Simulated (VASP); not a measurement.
Consider the following.

```xyz
3
Lattice="0.0000 3.2876 3.2876 3.2876 0.0000 3.2876 3.2876 3.2876 0.0000" Properties=species:S:1:pos:R:3 pbc="T T T"
Na     1.6438     1.6438     1.6438
Na     4.9314     4.9314     4.9314
S      3.2876     3.2876     6.5751
```

All values below come from r2SCAN meta-GGA, VASP's PBE PAW potentials (set 64) (plane waves; VASP). Run with 520 eV cut-off, 6×6×6 Γ-centred mesh, Gaussian smearing of 0.050 eV, potentials Na_pv S.

Q: Estimate the energy per atom (σ→0), pressure, band gap (on the k-mesh) with the smallest direct gap where there is one.

A: 
The band gap (on the k-mesh) is 3.01 eV. The smallest direct gap (on the k-mesh) is 3.01 eV and the energy per atom (σ→0) is -6.319 eV/atom. The pressure is -1.00 GPa.

The absolute energy has meaning only against runs of the same code, potentials and settings.

The compound is Na2S in the antifluorite structure. This cell is one point of a volume scan, at 1.03 of the reference volume.
